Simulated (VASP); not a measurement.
# BeB (R3m) in VASP: a series of runs

Aim: see how the results for BeB move with the level of theory and the settings. Levels: PBE, PBEsol. Tasks: relaxation of cell and atoms, relaxation of the atoms.

Everything below comes from runs of VASP 6.6.1. Logs are shortened: lines on timing, memory, paths and dates and some standing lists are left out, and cuts for length are marked.

## 1. The crystal as given

It takes space group R3m (No. 160, trigonal). Conventional cell: a = 2.712 Å, b = 2.712 Å, c = 6.522 Å, α = 90.00°, β = 90.00°, γ = 120.00°. Be (site symmetry 3m) has 4 B at 1.65 to 1.67 Å as nearest neighbours. B (site symmetry 3m) is surrounded by 4 Be at 1.65 to 1.67 Å.

The cell was built by a generator and needn't be a form met in nature.

## 2. Relaxation of cell and atoms, PBE

File INCAR:

```
SYSTEM = BeB
PREC = Accurate ; ENCUT = 600
EDIFF = 1E-6 ; ISMEAR = 0
SIGMA = 0.05 ; LREAL = .FALSE.
LASPH = .TRUE. ; NELM = 80
ALGO = Normal ; ISIF = 3
LWAVE = .FALSE. ; LCHARG = .FALSE.
GGA = PE ; IBRION = 2
NSW = 60 ; EDIFFG = -0.005
```

File KPOINTS:

```
regular mesh
0
G
  12 12 12
  0 0 0
```

File POSCAR:

```
BeB
1.0
    1.3560420100      0.7829112200      2.1738357700
   -1.3560420100      0.7829112200      2.1738357700
    0.0000000000     -1.5658224400      2.1738357700
Be B
1 1
Direct
    0.7556926600      0.7556926600      0.7556926600
    0.0113060300      0.0113060300      0.0113060300
```

Potentials or basis: VASP PAW PBE potentials, release 64 (Be, B).

On the command line:

```sh
> cat potpaw_PBE.64/Be/POTCAR potpaw_PBE.64/B/POTCAR > POTCAR
> mpirun -np 1 vasp_std > vasp.out
```

OUTCAR:

```text
SYSTEM = BeB
   PREC = Accurate
   ENCUT = 600
   EDIFF = 1E-6
   ISMEAR = 0
   LREAL = .FALSE.
   LASPH = .TRUE.
   NELM = 80
   ISIF = 3
   GGA = PE
   IBRION = 2
   NSW = 60
   EDIFFG = -0.005

 ion  position               nearest neighbor table
   1  0.756  0.756  0.756-   2 1.65   2 1.65   2 1.65   2 1.67
   2  0.011  0.011  0.011-   1 1.65   1 1.65   1 1.65   1 1.67

  LATTYP: Found a trigonal (rhomboedric) cell.
 ALAT       =     2.6790598848
 COS(alpha) =     0.4875972628

  Lattice vectors:

 A1 = (   1.3560420100,   0.7829112200,   2.1738357700)
 A2 = (  -1.3560420100,   0.7829112200,   2.1738357700)
 A3 = (   0.0000000000,  -1.5658224400,   2.1738357700)

Analysis of symmetry for initial positions (statically):
=====================================================================
 Subroutine PRICEL returns:
 Original cell was already a primitive cell.

 Routine SETGRP: Setting up the symmetry group for a
 trigonal (rhombohedral) supercell.

 Subroutine GETGRP returns: Found  6 space group operations
 (whereof  6 operations were pure point group operations)
 out of a pool of 12 trial point group operations.

The static configuration has the point symmetry C_3v.

Analysis of symmetry for dynamics (positions and initial velocities):
=====================================================================
 Subroutine PRICEL returns:
 Original cell was already a primitive cell.

 Routine SETGRP: Setting up the symmetry group for a
 trigonal (rhombohedral) supercell.

 Subroutine GETGRP returns: Found  6 space group operations
 (whereof  6 operations were pure point group operations)
 out of a pool of 12 trial point group operations.

The dynamic configuration has the point symmetry C_3v.

 Subroutine INISYM returns: Found  6 space group operations
 (whereof  6 operations are pure point group operations),
 and found     1 'primitive' translations

----------------------------------------------------------------------------------------

                                     Primitive cell

  volume of cell :      13.8473

  direct lattice vectors                    reciprocal lattice vectors
     1.356042010  0.782911220  2.173835770     0.368720140  0.212880672  0.153338784
    -1.356042010  0.782911220  2.173835770    -0.368720140  0.212880672  0.153338784
     0.000000000 -1.565822440  2.173835770     0.000000000 -0.425761344  0.153338784

  length of vectors
     2.679059885  2.679059885  2.679059885     0.452532325  0.452532325  0.452532325

  position of ions in fractional coordinates (direct lattice)
     0.755692660  0.755692660  0.755692660
[... 103 lines left out ...]
   GGA     = PE    functional components
   LHFCALC =     F    Hartree Fock is set to
   AEXX    =    0.0000 exact exchange contribution
   IVDW    =     0    specifies the selected vdW correction
   LEPSILON=     F    determine dielectric tensor
   LRPA    =     F    only Hartree local field effects (RPA)
 conjugate gradient relaxation of ions
 non-spin polarized calculation
 Gauss-broadening in eV      SIGMA  =   0.05
  energy-cutoff  :      600.00
  volume of cell :       13.85
 maximum number of plane-waves:       486
 NGX is ok and might be reduce to    24
   NGX = 11   NGY = 11   NGZ = 11

--------------------------------------- Ionic step        1  -------------------------------------------

 number of electron       5.0000000 magnetization

 Free energy of the ion-electron system (eV)
  ---------------------------------------------------
  ext. energy  EPLUGINS =         0.00000000
  ---------------------------------------------------
  free energy    TOTEN  =        -5.67870947 eV

  energy without entropy =       -5.67740414  energy(sigma->0) =       -5.67805680

------------------------ aborting loop because EDIFF is reached ----------------------------------------

  FORCE on cell =-STRESS in cart. coord.  units (eV):
  Direction    XX          YY          ZZ          XY          YZ          ZX
  --------------------------------------------------------------------------------------
  -------------------------------------------------------------------------------------
  Total        8.5235831      8.5235831      6.3866571      0.0000000      0.0000000      0.0000000
  in kB      986.2094022    986.2094035    738.9593373      0.0000000      0.0000000      0.0000000
  external PRESSURE =     903.7927143 kB  Pullay stress =       0.0000000 kB
[... 89 lines left out ...]
  FREE ENERGIE OF THE ION-ELECTRON SYSTEM (eV)
  ---------------------------------------------------
  free  energy   TOTEN  =        -7.3514144448 eV

  energy  without entropy=       -7.3494185338  energy(sigma->0) =       -7.35041649

 E-fermi :   3.6446     XC(G=0):  -9.9717

 val. band max:        3.6391414237   @ k =  -0.2500   0.5000   0.2500
 cond. band min:       3.6461268797   @ k =   0.5000   0.5000   0.4167
 fundamental gap:      0.0069854560
 Fermi energy:         3.6446360811

 k-point     1 :       0.0000    0.0000    0.0000
  band No.  band energies     occupation
      1      -7.1312      2.00000
      2       5.7290      0.00000
      3       5.7290      0.00000
      4       8.2344      0.00000
      5      11.9830      0.00000
      6      12.3273      0.00000
[... 199 lines left out ...]
 k-point    24 :      -0.4167    0.1667    0.0000
  band No.  band energies     occupation
      1      -3.8576      2.00000
      2      -1.2181      2.00000
      3       4.5161      0.00000
      4       7.6963      0.00000
      5      11.5184      0.00000
      6      13.7512      0.00000

 [... further k-points ...]

[... ionic steps 4 to 25 ...]

--------------------------------------- Ionic step       26  -------------------------------------------

 number of electron       5.0000000 magnetization

------------------------ aborting loop because EDIFF is reached ----------------------------------------
[... 67 lines left out ...]
--------------------------------------- Ionic step       28  -------------------------------------------

 number of electron       5.0000000 magnetization

 Free energy of the ion-electron system (eV)
  ---------------------------------------------------
  ext. energy  EPLUGINS =         0.00000000
  ---------------------------------------------------
  free energy    TOTEN  =        -9.08508666 eV

  energy without entropy =       -9.08488467  energy(sigma->0) =       -9.08498567

 E-fermi :   8.5582     XC(G=0): -11.6941

 val. band max:        8.5196899564   @ k =  -0.2500   0.1667   0.1667
 cond. band min:       8.8082079354   @ k =   0.4167   0.2500   0.2500
 fundamental gap:      0.2885179789
 Fermi energy:         8.5581679657

 k-point     1 :       0.0000    0.0000    0.0000
  band No.  band energies     occupation
      1      -6.5310      2.00000
      2      10.9894      0.00000
      3      10.9969      0.00000
      4      10.9969      0.00000
      5      19.1412      0.00000
      6      19.1412      0.00000
[... 236 lines left out ...]
  FREE ENERGIE OF THE ION-ELECTRON SYSTEM (eV)
  ---------------------------------------------------
  free  energy   TOTEN  =        -9.0850866641 eV

  energy  without entropy=       -9.0848846707  energy(sigma->0) =       -9.08498567

 reached required accuracy - stopping structural energy minimisation
```

OSZICAR:

```text
N       E                     dE             d eps       ncg     rms          rms(c)
DAV:   1     0.392625554515E+01    0.39263E+01   -0.24451E+03  2268   0.747E+02
DAV:   2    -0.588095913127E+01   -0.98072E+01   -0.91958E+01  3372   0.103E+02
DAV:   3    -0.596160875174E+01   -0.80650E-01   -0.78857E-01  2742   0.937E+00
[... 196 lines left out ...]
  27 F= -.90850698E+01 E0= -.90849696E+01  d E =-.408722E-03
       N       E                     dE             d eps       ncg     rms          rms(c)
DAV:   1    -0.908508852842E+01   -0.18830E-04   -0.41064E-04  3570   0.156E-01    0.103E-02
DAV:   2    -0.908508740710E+01    0.11213E-05   -0.21642E-06  2586   0.158E-02    0.611E-03
DAV:   3    -0.908508666408E+01    0.74303E-06   -0.80512E-07  2208   0.633E-03
  28 F= -.90850867E+01 E0= -.90849857E+01  d E =-.168602E-04
```

Wall time 1.7 min (1 thread of Intel Xeon 6975P-C (Granite Rapids), shared host); peak memory 0.14 GiB.

What came out:

```
Free energy                            : -9.0851 eV
Relaxed volume                         : 6.89 Å³/atom
Relaxed cell                           : a = 2.397 Å, b = 2.397 Å, c = 2.397 Å, α = 90.02°, β = 90.02°, γ = 90.02°
Space group after relaxing (to 0.05 Å) : Pm-3m (No. 221)
Energy gained by relaxing              : 1703.2 meV/atom
Ionic steps                            : 28
Pressure after relaxing                : 0.0 GPa
Band gap on the k mesh                 : none (metal or under the smearing width)
```

Stress tensor (GPa, compression positive):
```
-0.05  0.00  0.00
 0.00 -0.05  0.00
 0.00  0.00  0.11
```

The path:
```
step  energy change (eV)  largest force (eV/Å)  pressure (GPa)  volume (Å³)
   1              0.0000                0.0328           90.38        13.85
   2             -1.6604                0.4531           -3.96        23.23
   3             -1.6727                0.4787            0.65        21.92
   4             -1.6734                0.4750           -0.35        22.17
   5             -1.7037                0.4192           -0.91        22.18
   6             -1.8054                0.3167           -2.67        22.19
   7             -2.0418                0.2658           -8.10        22.13
   8             -2.4512                0.0439          -22.80        21.65
   9             -2.5020                0.1315          -25.96        21.44
  10             -2.5062                0.1355          -26.10        21.41
  11             -2.5183                0.1467          -26.50        21.32
  12             -2.5402                0.1605          -27.26        21.15
  13             -2.5742                0.1774          -28.33        20.80
  14             -2.6255                0.1485          -29.76        20.05
  15             -2.8595                0.2347          -27.03        18.41
  16             -2.9353                0.2180          -26.19        17.99
  17             -3.1379                0.1671          -22.66        16.78
  18             -3.3778                0.0658           -7.53        14.50
  19             -3.3879                0.0361           -0.11        13.83
  20             -3.3888                0.0420           -1.70        13.96
  21             -3.3943                0.0537           -1.29        13.92
  22             -3.4039                0.0874            0.16        13.77
  23             -3.4046                0.0994            0.81        13.72
  24             -3.4053                0.0811            0.33        13.75
  25             -3.4060                0.0371           -0.75        13.84
  26             -3.4063                0.0162           -0.28        13.80
  27             -3.4064                0.0004            0.09        13.77
  28             -3.4064                0.0007            0.01        13.78
```

Final structure:
```
Be B
1.0
     1.69532    0.97879    1.38363
    -1.69532    0.97879    1.38363
     0.00000   -1.95758    1.38363
Be B
1 1
Direct
  0.63352 0.63352 0.63352
  0.13348 0.13348 0.13348
```

Levels at points of the mesh, in eV from the Fermi level:
```tsv
k point	band 1	band 2	band 3	band 4	band 5	band 6
(0.00, 0.00, 0.00)	-15.09	2.43	2.44	2.44	10.58	10.58
(0.50, 0.00, 0.00)	-10.87	-9.09	6.37	6.37	10.57	10.58
(0.50, 0.50, 0.00)	-6.74	-6.74	-4.11	1.06	8.41	13.89
(0.50, 0.50, 0.50)	-1.65	-1.65	-1.64	0.87	0.87	0.88
```

## 3. Relaxation of the atoms, PBEsol

File INCAR:

```
PREC = Accurate ; ENCUT = 520
EDIFF = 1E-6 ; ISMEAR = 0
SIGMA = 0.05 ; LREAL = False
LASPH = True ; NELM = 100
ALGO = Fast ; ISIF = 2
LWAVE = False ; LCHARG = False
GGA = PS ; IBRION = 2
NSW = 40 ; EDIFFG = -0.01
```

File KPOINTS:

```
regular mesh
0
Gamma
  12 12 12
```

POSCAR is that of step 2.

Potentials or basis: VASP PAW PBE potentials, release 64 (Be, B).

On the command line:

```sh
> cat potpaw_PBE.64/Be/POTCAR potpaw_PBE.64/B/POTCAR > POTCAR
> mpirun -np 1 vasp_std > vasp.out
```

Wall time 13 s (1 thread of Intel Xeon 6975P-C (Granite Rapids), shared host); peak memory 0.12 GiB.

The run converged. Its results:

- Free energy: -6.2185 eV
- Energy gained by relaxing: 0.0 meV/atom
- Ionic steps: 3
- Pressure after relaxing: 87.9 GPa
- Band gap on the k mesh: none (metal or under the smearing width)

Stress tensor (GPa, compression positive):
```
96.71  0.00  0.00
 0.00 96.71  0.00
 0.00  0.00 70.42
```

Final structure:
```cif
data_structure
_symmetry_space_group_name_H-M 'P 1'
_symmetry_Int_Tables_number 1
_cell_length_a 2.6791
_cell_length_b 2.6791
_cell_length_c 2.6791
_cell_angle_alpha 60.817
_cell_angle_beta 60.817
_cell_angle_gamma 60.817
_cell_volume 13.85
loop_
_atom_site_label
_atom_site_type_symbol
_atom_site_fract_x
_atom_site_fract_y
_atom_site_fract_z
_atom_site_occupancy
Be1 Be 0.75554 0.75554 0.75554 1
B1 B 0.01146 0.01146 0.01146 1
```

Levels at points of the mesh, in eV from the Fermi level:
| k point | band 1 | band 2 | band 3 | band 4 | band 5 |
| --- | --- | --- | --- | --- | --- |
| (0.00, 0.00, 0.00) | -12.58 | 5.42 | 5.42 | 6.07 | 11.27 |
| (0.50, 0.00, 0.00) | -7.85 | -6.00 | 3.06 | 3.49 | 12.52 |
| (0.50, 0.50, 0.00) | -5.80 | -4.16 | -0.73 | -0.30 | 7.76 |
| (0.50, 0.50, 0.50) | -7.65 | -5.77 | 2.97 | 2.97 | 12.24 |

Caveat: a pressure of tens of GPa on the cell as given is suspect, and the run, the potentials or the cell itself is likely at fault; the PAW data sets were made with another functional, which shifts forces and pressure a little.

## 4. For comparison

An earlier run on the cell as given: functional PBE; potentials or basis VASP PAW PBE potentials, release 64 (Be, B); cutoff 520 eV; k mesh 12 × 12 × 12; occupations fermi-dirac, width 0.05 eV; no spin polarisation.

* Pressure: 90.4 GPa
* Largest force: 0.017 eV/Å
* Band gap on the k mesh: none (metal or under the smearing width)

## 5. The runs side by side

```csv
task,level,cell,cutoff (eV),smearing,gap on the mesh (eV),pressure (GPa)
relaxation of cell and atoms,PBE,relaxed,600,gaussian 0.05 eV,none,0.0
relaxation of the atoms,PBEsol,atoms relaxed,520,gaussian 0.05 eV,none,87.9
single point,PBE,as given,520,fermi-dirac 0.05 eV,none,90.4
```

Alike in all rows: potentials or basis VASP PAW PBE potentials, release 64 (Be, B); no spin polarisation; k mesh 12 × 12 × 12.

Caveats: a pressure of tens of GPa on the cell as given is suspect, and the run, the potentials or the cell itself is likely at fault (some runs); the PAW data sets were made with another functional, which shifts forces and pressure a little (some runs).

Total energies depend on the potentials used, so only differences within one code and one set of settings carry meaning.
